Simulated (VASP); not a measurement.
Input:

```
Y
1.0
    1.82500    -3.16099     0.00000
    1.82500     3.16099     0.00000
    0.00000     0.00000     5.73000
Y
2
Cartesian
  1.82500   1.05367   1.43250
  1.82500  -1.05367   4.29750
```

Level of theory: PBE GGA, VASP's PBE PAW potentials (set 64) (plane waves; VASP). Settings: 520 eV cut-off, 10×10×6 Γ-centred mesh, first-order Methfessel-Paxton smearing of 0.10 eV, potentials Y_sv.

The ions, cell shape and volume are relaxed. Which structure does the run end with?

```
Y
1.0
    1.82855    -3.16715     0.00000
    1.82855     3.16715     0.00000
    0.00000     0.00000     5.64424
Y
2
Direct
  0.33333   0.66667   0.25000
  0.66667   0.33333   0.75000
```
Space group P6_3/mmc (194), at a tolerance of 0.03 Å.

How do energy and volume change from the first to the last step?

The energy (σ→0) changes by -1.7 meV/atom and the volume by -1.1 %, in 5 ionic steps.

```json
[
 {"step": "1", "E(σ→0) (eV)": "-12.8699", "max force (eV/Å)": "0.000", "pressure (GPa)": "-0.43", "volume (Å³)": "66.11"},
 {"step": "2", "E(σ→0) (eV)": "-12.8730", "max force (eV/Å)": "0.000", "pressure (GPa)": "0.11", "volume (Å³)": "65.27"},
 {"step": "3", "E(σ→0) (eV)": "-12.8731", "max force (eV/Å)": "0.000", "pressure (GPa)": "0.15", "volume (Å³)": "65.17"},
 {"step": "4", "E(σ→0) (eV)": "-12.8731", "max force (eV/Å)": "0.000", "pressure (GPa)": "0.18", "volume (Å³)": "65.13"},
 {"step": "5", "E(σ→0) (eV)": "-12.8734", "max force (eV/Å)": "0.000", "pressure (GPa)": "0.03", "volume (Å³)": "65.38"}
]
```

The compound is Y in the hcp structure. This run relaxes it. Symmetry was kept, so distortions that lower it aren't found.
